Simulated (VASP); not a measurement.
These are vdW-DF2, VASP's PBE PAW potentials (set 64) (plane waves; VASP) values and carry that method's errors.

Input for VASP

### KPOINTS
```
kpoints
0
gamma
 11 11 11
0 0 0
```

INCAR:
```
SYSTEM = Cr
PREC = Accurate
ENCUT = 520
EDIFF = 1E-6
NELM = 100
ALGO = Normal
LREAL = .FALSE.
LASPH = .TRUE.
ISMEAR = 1
SIGMA = 0.1
GGA = ML
ZAB_VDW = -1.8867
LUSE_VDW = .TRUE.
AGGAC = 0.0
LMAXMIX = 4
ISPIN = 2
MAGMOM = 1.5 -1.5
LORBIT = 10
LWAVE = .FALSE.
LCHARG = .FALSE.
IBRION = 2
ISIF = 3
NSW = 60
EDIFFG = -0.01
```

### POSCAR
```
Cr
1
    2.8800000000     0.0000000000     0.0000000000
    0.0000000000     2.8800000000     0.0000000000
    0.0000000000     0.0000000000     2.8800000000
Cr
2
Direct
  0.0000000000   0.0000000000   0.0000000000
  0.5000000000   0.5000000000   0.5000000000
```

POTCAR, in this order: Cr_pv (PBE.64 set). Program: vasp_std.

Output of the run:

### OUTCAR
```
 ion  position               nearest neighbor table
   1  0.000  0.000  0.000-   2 2.49   2 2.49   2 2.49   2 2.49   2 2.49   2 2.49   2 2.49   2 2.49
  LATTYP: Found a simple cubic cell.
 ALAT       =     2.8800000000
 Subroutine PRICEL returns following result:
  LATTYP: Found a body centered cubic cell.
 ALAT       =     2.8800000000
 Subroutine GETGRP returns: Found 48 space group operations
The static configuration has the point symmetry O_h .
The dynamic configuration has the point symmetry O_h .
The overall configuration has the point symmetry O_h .
 Subroutine INISYM returns: Found 48 space group operations
 Subroutine IBZKPT returns following result:
 Found     56 irreducible k-points:

 Following reciprocal coordinates:
            Coordinates               Weight
  0.000000  0.000000  0.000000      1.000000
  0.090909  0.000000  0.000000      6.000000
  0.181818  0.000000  0.000000      6.000000
  0.272727  0.000000  0.000000      6.000000
  0.363636  0.000000  0.000000      6.000000
  0.454545  0.000000  0.000000      6.000000
  0.090909  0.090909  0.000000     12.000000
  0.181818  0.090909  0.000000     24.000000
...
```

OSZICAR:
```
       N       E                     dE             d eps       ncg     rms          rms(c)
DAV:   1     0.237431306680E+03    0.23743E+03   -0.14379E+04  3600   0.183E+03
DAV:   2    -0.533605146670E+01   -0.24277E+03   -0.24116E+03  3792   0.499E+02
DAV:   3    -0.134555618386E+02   -0.81195E+01   -0.80416E+01  4656   0.103E+02
DAV:   4    -0.135668925754E+02   -0.11133E+00   -0.11127E+00  4328   0.122E+01
DAV:   5    -0.135693768150E+02   -0.24842E-02   -0.24842E-02  5088   0.137E+00    0.162E+01
DAV:   6    -0.112884137808E+02    0.22810E+01   -0.15425E+01  4000   0.471E+01    0.450E+00
DAV:   7    -0.113117909458E+02   -0.23377E-01   -0.23902E-01  3904   0.700E+00    0.268E+00
DAV:   8    -0.113139778269E+02   -0.21869E-02   -0.12593E-02  4160   0.168E+00    0.991E-01
DAV:   9    -0.113112386174E+02    0.27392E-02   -0.11033E-02  3968   0.135E+00    0.174E-01
DAV:  10    -0.113118736693E+02   -0.63505E-03   -0.10220E-03  4328   0.403E-01    0.467E-02
DAV:  11    -0.113118434279E+02    0.30241E-04   -0.75697E-05  5272   0.110E-01    0.261E-02
DAV:  12    -0.113118336531E+02    0.97749E-05   -0.35810E-05  4272   0.478E-02    0.778E-03
DAV:  13    -0.113118332975E+02    0.35552E-06   -0.48947E-06  3776   0.171E-02
   1 F= -.11311833E+02 E0= -.11311888E+02  d E =-.113118E+02  mag=    -0.0000
       N       E                     dE             d eps       ncg     rms          rms(c)
DAV:   1    -0.127650670161E+02   -0.14532E+01   -0.31348E+01  3808   0.836E+01    0.959E+00
DAV:   2    -0.113601380558E+02    0.14049E+01   -0.11579E+01  3904   0.357E+01    0.344E+00
DAV:   3    -0.113216216688E+02    0.38516E-01   -0.24209E-01  3712   0.582E+00    0.172E+00
DAV:   4    -0.113150014647E+02    0.66202E-02   -0.93581E-03  4576   0.989E-01    0.682E-01
DAV:   5    -0.113095452083E+02    0.54563E-02   -0.15609E-02  4464   0.102E+00    0.118E-01
DAV:   6    -0.113097749398E+02   -0.22973E-03   -0.96253E-04  4424   0.261E-01    0.822E-02
DAV:   7    -0.113097929555E+02   -0.18016E-04   -0.22891E-04  5296   0.123E-01    0.499E-02
DAV:   8    -0.113098268392E+02   -0.33884E-04   -0.43708E-04  4624   0.116E-01    0.192E-02
DAV:   9    -0.113098228207E+02    0.40185E-05   -0.48624E-06  3568   0.283E-02    0.101E-02
DAV:  10    -0.113098215585E+02    0.12622E-05   -0.11092E-06  1792   0.818E-03    0.703E-03
DAV:  11    -0.113098205118E+02    0.10467E-05   -0.18504E-05  4000   0.242E-02    0.270E-03
DAV:  12    -0.113098208759E+02   -0.36417E-06   -0.16643E-06  2016   0.833E-03
   2 F= -.11309821E+02 E0= -.11309881E+02  d E =0.201242E-02  mag=    -0.0000
       N       E                     dE             d eps       ncg     rms          rms(c)
DAV:   1    -0.117162788306E+02   -0.40646E+00   -0.84301E+00  3712   0.418E+01    0.538E+00
DAV:   2    -0.113318457398E+02    0.38443E+00   -0.28342E+00  3856   0.188E+01    0.169E+00
DAV:   3    -0.113263882944E+02    0.54574E-02   -0.37103E-02  4048   0.247E+00    0.903E-01
DAV:   4    -0.113243680581E+02    0.20202E-02   -0.17255E-03  4144   0.508E-01    0.433E-01
DAV:   5    -0.113228661979E+02    0.15019E-02   -0.28590E-03  4432   0.528E-01    0.568E-02
DAV:   6    -0.113228900557E+02   -0.23858E-04   -0.19609E-04  3872   0.150E-01    0.320E-02
DAV:   7    -0.113228745391E+02    0.15517E-04   -0.39216E-05  5296   0.631E-02    0.174E-02
DAV:   8    -0.113228719754E+02    0.25637E-05   -0.17833E-05  4320   0.255E-02    0.618E-03
DAV:   9    -0.113228725836E+02   -0.60820E-06   -0.80696E-07  1840   0.108E-02
   3 F= -.11322873E+02 E0= -.11322986E+02  d E =-.110393E-01  mag=     0.0000
```

**OUTCAR**
```
------------------------ aborting loop because EDIFF is reached ----------------------------------------
  FORCE on cell =-STRESS in cart. coord.  units (eV):
  Direction    XX          YY          ZZ          XY          YZ          ZX
  --------------------------------------------------------------------------------------
  Total        0.0127763      0.0127763      0.0127763     -0.0000000     -0.0000000     -0.0000000
  in kB        0.8335460      0.8335460      0.8335460     -0.0000000     -0.0000000     -0.0000000
  external PRESSURE =       0.8335460 kB  Pullay stress =       0.0000000 kB
  volume of cell :       24.56
      direct lattice vectors                 reciprocal lattice vectors
     2.906669004 -0.000000000  0.000000000     0.344036421 -0.000000000  0.000000000
     0.000000000  2.906669004  0.000000000     0.000000000  0.344036421  0.000000000
    -0.000000000  0.000000000  2.906669004    -0.000000000 -0.000000000  0.344036421
 POSITION                                       TOTAL-FORCE (eV/Angst)
 -----------------------------------------------------------------------------------
      0.00000      0.00000      0.00000         0.000000     -0.000000     -0.000000
      1.45333      1.45333      1.45333        -0.000000      0.000000      0.000000
 -----------------------------------------------------------------------------------
    total drift:                                0.000000      0.000000     -0.000000
  FREE ENERGIE OF THE ION-ELECTRON SYSTEM (eV)
  ---------------------------------------------------
  free  energy   TOTEN  =       -11.3228725836 eV

  energy  without entropy=      -11.3232134450  energy(sigma->0) =      -11.32298620

 total charge

# of ion       s       p       d       tot
------------------------------------------
    1        0.389   6.356   4.198  10.944
    2        0.389   6.356   4.198  10.944
--------------------------------------------------
tot          0.778  12.712   8.397  21.887

 magnetization (x)

# of ion       s       p       d       tot
------------------------------------------
    1        0.016   0.005   0.952   0.973
    2       -0.016  -0.005  -0.952  -0.973
--------------------------------------------------
tot          0.000   0.000   0.000   0.000

 reached required accuracy - stopping structural energy minimisation
```
(Selected blocks of OUTCAR.)

File CONTCAR:
```
Cr
   1.00000000000000
     2.9066690036191858   -0.0000000000000000    0.0000000000000000
     0.0000000000000000    2.9066690036191858    0.0000000000000000
    -0.0000000000000000    0.0000000000000000    2.9066690036191858
  Cr
     2
Direct
     0.0000000000000000    0.0000000000000000    0.0000000000000000
     0.5000000000000000    0.5000000000000000    0.5000000000000000
```

Energy and stress use the plane-wave basis of the starting cell.

The compound is Cr in the bcc, AFM order structure. This run relaxes it. Symmetry was kept, so distortions that lower it aren't found.
